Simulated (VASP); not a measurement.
A convergence study with VASP on Br (space group Cmce): one setting is varied, all else stays as given below, so the limit is that of these other settings.

```
Br
1.0
    2.25501    -3.35734     0.00000
    2.25501     3.35734     0.00000
    0.00000     0.00000     8.77842
Br
4
Direct
  0.86100   0.86100   0.88900
  0.63900   0.63900   0.38900
  0.36100   0.36100   0.61100
  0.13900   0.13900   0.11100
```

These are PBE GGA, VASP's PBE PAW potentials (set 64) (plane waves; VASP) values and carry that method's errors. The tightest run used: 550 eV cut-off, 11×11×5 Monkhorst-Pack mesh, Gaussian smearing of 0.050 eV, potentials Br.

Q: The settings run are 1×1×1 mesh; 2×2×1 mesh; 3×3×1 mesh; 4×4×2 mesh; 5×5×2 mesh; 6×6×3 mesh; 7×7×3 mesh; 8×8×3 mesh; 9×9×4 mesh; 10×10×4 mesh; 11×11×5 mesh. From which on does the energy per atom stay within 0.002 eV/atom of the tightest run?

A: From 4×4×2 mesh on: it is off by 0.0006 there and by no more than 0.002 in any finer run, while 3×3×1 mesh is off by 0.0338.
```
setting       E (eV/atom)  pressure (GPa)  largest force (eV/Å)  irreducible k-points  difference judged (eV/atom)
------------  -----------  --------------  --------------------  --------------------  ---------------------------
1×1×1 mesh         0.0085           15.48                 1.526                     1                       1.6107
2×2×1 mesh        -1.7197           -0.16                 0.881                     2                       0.1175
3×3×1 mesh        -1.6360            0.94                 0.677                     4                       0.0338
4×4×2 mesh        -1.6028            1.28                 0.551                     6                       0.0006
5×5×2 mesh        -1.6027            1.28                 0.545                     9                       0.0005
6×6×3 mesh        -1.6022            1.29                 0.541                    24                       0.0000
7×7×3 mesh        -1.6022            1.29                 0.541                    32                       0.0000
8×8×3 mesh        -1.6022            1.29                 0.541                    40                       0.0000
9×9×4 mesh        -1.6022            1.29                 0.541                    50                       0.0000
10×10×4 mesh      -1.6022            1.29                 0.541                    60                       0.0000
11×11×5 mesh      -1.6022            1.29                 0.541                   108                       0.0000
```

Left out are rungs that failed or repeat a setting and relaxations that didn't move; long series are thinned to 24 rows.

The structure was generated: Br was put into an ordered model structure (Cmce), which need not be its known phase. The cell was not relaxed at this level, forces remain on its atoms.
